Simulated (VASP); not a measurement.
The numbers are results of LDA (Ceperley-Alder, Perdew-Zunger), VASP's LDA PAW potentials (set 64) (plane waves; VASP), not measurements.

VASP input:

**KPOINTS**
```
Automatic mesh
0
Gamma
8 8 5
0 0 0
```

POSCAR:
```
GaN
1
    1.5666958939    -2.7135968516    -0.0000000000
    1.5666958939     2.7135968516    -0.0000000000
    0.0000000000     0.0000000000     5.1033775597
Ga N
2 2
Direct
  0.6666670000   0.3333330000   0.5001220755
  0.3333330000   0.6666670000   0.0001220755
  0.6666670000   0.3333330000   0.8768779245
  0.3333330000   0.6666670000   0.3768779245
```

### INCAR
```
PSTRESS=50   # kbar
LWAVE=F
PREC=Accurate
EDIFFG=-0.02
NSW=40
SIGMA=0.05   # width (eV)
LMAXMIX=4
LREAL=F   # projection in real space or not
ISMEAR=0   # Gaussian
LASPH=T   # aspherical one-centre terms
NELM=100   # most electronic steps
ISIF=3   # ions, shape and volume
SYSTEM=GaN
EDIFF=1E-6
ENCUT=620   # plane-wave cut-off (eV)
IBRION=2
ALGO=Normal
LCHARG=F
```

POTCAR, in this order: Ga_d N (LDA.64 set). Program: vasp_std.

Output

OSZICAR:
```
       N       E                     dE             d eps       ncg     rms          rms(c)
DAV:   1     0.295466144717E+03    0.29547E+03   -0.20618E+04  1408   0.346E+03
DAV:   2     0.710625243383E+01   -0.28836E+03   -0.27962E+03  1424   0.582E+02
DAV:   3    -0.306127138873E+02   -0.37719E+02   -0.37450E+02  1530   0.164E+02
DAV:   4    -0.321180976165E+02   -0.15054E+01   -0.15010E+01  1756   0.340E+01
DAV:   5    -0.321431484262E+02   -0.25051E-01   -0.25042E-01  1508   0.419E+00    0.109E+01
DAV:   6    -0.279018873260E+02    0.42413E+01   -0.15596E+01  2400   0.614E+01    0.316E+00
DAV:   7    -0.279559041136E+02   -0.54017E-01   -0.16615E+00  1446   0.101E+01    0.259E+00
DAV:   8    -0.279175518951E+02    0.38352E-01   -0.32158E-01  2274   0.806E+00    0.933E-01
DAV:   9    -0.278940065565E+02    0.23545E-01   -0.12113E-01  2342   0.586E+00    0.277E-01
DAV:  10    -0.278949101059E+02   -0.90355E-03   -0.53071E-03  1652   0.849E-01    0.103E-01
DAV:  11    -0.278945732168E+02    0.33689E-03   -0.16967E-03  2130   0.801E-01    0.703E-03
DAV:  12    -0.278945955037E+02   -0.22287E-04   -0.21611E-04  1460   0.107E-01    0.147E-02
DAV:  13    -0.278945899614E+02    0.55423E-05   -0.24244E-05  1798   0.802E-02    0.803E-04
DAV:  14    -0.278945903060E+02   -0.34464E-06   -0.37542E-06  1430   0.193E-02
   1 F= -.26540408E+02 E0= -.26540408E+02  d E =-.265404E+02
```

File OUTCAR:
```
------------------------ aborting loop because EDIFF is reached ----------------------------------------
  FORCE on cell =-STRESS in cart. coord.  units (eV):
  Direction    XX          YY          ZZ          XY          YZ          ZX
  --------------------------------------------------------------------------------------
  Total        1.3341954      1.3341953      1.3756938      0.0000000      0.0000000      0.0000000
  in kB       49.2620274     49.2620261     50.7942595      0.0000000      0.0000000      0.0000000
  external PRESSURE =      -0.2272290 kB  Pullay stress =      50.0000000 kB
  volume of cell :       43.39
      direct lattice vectors                 reciprocal lattice vectors
     1.566695894 -2.713596852  0.000000000     0.319142982 -0.184257289  0.000000000
     1.566695894  2.713596852  0.000000000     0.319142982  0.184257289  0.000000000
     0.000000000  0.000000000  5.103377560     0.000000000  0.000000000  0.195948661
  FREE ENERGIE OF THE ION-ELECTRON SYSTEM (eV)
  ---------------------------------------------------
  free  energy   TOTEN  =       -27.8945903060 eV

  energy  without entropy=      -27.8945903060  energy(sigma->0) =      -27.89459031
  enthalpy is  TOTEN    =       -26.5404079557 eV   P V=        1.3541823503

 reached required accuracy - stopping structural energy minimisation
```
(Selected blocks of OUTCAR.)

The compound is GaN in the wurtzite structure. It was relaxed first under an external pressure of 5 GPa.
